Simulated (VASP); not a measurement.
Data:

```yaml
crystal:
  lattice:
    - [0.00000, 2.10808, 2.10808]
    - [2.10808, 0.00000, 2.10808]
    - [2.10808, 2.10808, 0.00000]
  atoms:
    - { symbol: Mg, position: [0.00000, 0.00000, 0.00000] }
    - { symbol: O, position: [0.50000, 0.50000, 0.50000] }
```

Method: AM05 GGA, VASP's PBE PAW potentials (set 64) (plane waves; VASP). Settings: 520 eV cut-off, 11×11×11 Γ-centred mesh, Gaussian smearing of 0.050 eV, potentials Mg O.

Q: Predict the energy per atom (σ→0), band gap (on the k-mesh) with the smallest direct gap where there is one.

A: 
```
Item                                                  Value
-----------------------------------  ----------------------
band gap (on the k-mesh)                            4.68 eV
smallest direct gap (on the k-mesh)                 4.68 eV
energy per atom (σ→0)                -585.6 kJ/mol of atoms
```

Only differences to runs with the same potentials and settings are physical.

The compound is MgO in the rock salt structure. It was relaxed first.
